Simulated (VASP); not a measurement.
A cell of ZrB2 (AlB2 type) near equilibrium:

```yaml
crystal:
  lattice:
    - [1.57737, -2.73208, 0.00000]
    - [1.57737, 2.73208, 0.00000]
    - [0.00000, 0.00000, 3.51197]
  atoms:
    - { symbol: Zr, position: [0.00000, 0.00000, 0.00000] }
    - { symbol: B, position: [0.33333, 0.66667, 0.50000] }
    - { symbol: B, position: [0.66667, 0.33333, 0.50000] }
```

Level of theory: PBEsol GGA, VASP's PBE PAW potentials (set 64) (plane waves; VASP).

```tsv
run	ΔE (meV/atom)	σxx	σyy	σzz	largest shear component, with its sign (GPa)	largest force (eV/Å)
as it is	0.0	0.00	0.00	0.06	0.00	0.000
after one change	72.7	34.18	9.69	28.39	0.00	0.070
```
Stress is in GPa, positive when the cell is compressed.

Q: Name the change that produced these shifts.
(A) biaxial strain of -4.0 % in the xz plane
(B) uniaxial strain of +3.0 % along y
(C) biaxial strain of +4.0 % in the yz plane with the ions relaxed
(D) uniaxial strain of -1.5 % along z

A: A, biaxial strain of -4.0 % in the xz plane

The compound is ZrB2 in the AlB2 type structure.
